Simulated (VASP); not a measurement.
An input for Quantum ESPRESSO's pw.x (written as the equivalent of a VASP run, and not itself run):

```
&CONTROL
  calculation = 'scf'
  pseudo_dir = './pseudo'
  outdir = './out'
  tprnfor = .true.
  tstress = .true.
/
&SYSTEM
  ibrav = 0
  nat = 2
  ntyp = 1
  ecutwfc = 78
  occupations = 'smearing'
  smearing = 'gaussian'
  degauss = 0.003675
  input_dft = 'pbe'
  vdw_corr = 'grimme-d3'
  dftd3_version = 3
  dftd3_threebody = .false.
/
&ELECTRONS
  conv_thr = 7.3e-08
  electron_maxstep = 100
/
ATOMIC_SPECIES
  Ge 72.630 Ge.upf
CELL_PARAMETERS angstrom
     0.0000000    2.8290000    2.8290000
     2.8290000    0.0000000    2.8290000
     2.8290000    2.8290000    0.0000000
ATOMIC_POSITIONS crystal
  Ge   0.0000000  0.0000000  0.0000000
  Ge   0.2500000  0.2500000  0.2500000
K_POINTS automatic
  7 7 7 0 0 0
```

Task: Translate this input to VASP (INCAR, KPOINTS, POSCAR, choice of POTCAR).

Result: One answer among several that fit: 
KPOINTS:
```
Automatic mesh
0
Gamma
  7 7 7
```

**INCAR**
```
! general
SYSTEM   =  Ge
PREC     =  Accurate
ENCUT    =  400
LREAL    =  .FALSE.
LASPH    =  .TRUE.

! electronic loop
EDIFF    =  1E-6
NELM     =  100
ALGO     =  Normal
LMAXMIX  =  4

! smearing
ISMEAR   =  0
SIGMA    =  0.05

! functional
GGA      =  PE
IVDW     =  11

! ions
ISIF     =  2

! output
LWAVE    =  .FALSE.
LCHARG   =  .FALSE.
```

**POSCAR**
```
Ge
1
    0.0000000000     2.8290000000     2.8290000000
    2.8290000000     0.0000000000     2.8290000000
    2.8290000000     2.8290000000     0.0000000000
Ge
2
Direct
  0.0000000000   0.0000000000   0.0000000000
  0.2500000000   0.2500000000   0.2500000000
```

POTCAR, in this order: Ge_d (PBE.64 set). Program: vasp_std.

The two are equivalent in intent, not identical: the potentials are each code's own (VASP's PAW set, PseudoDojo norm-conserving files in pw.x), so ENCUT and ecutwfc are chosen apart and not converted; conv_thr bounds pw.x's estimated SCF error, while EDIFF bounds the energy change between steps.

The compound is Ge in the diamond structure. The cell was not relaxed at this level. The run is one of a series of settings (IVDW = 11 against the base run), some of them coarse on purpose.
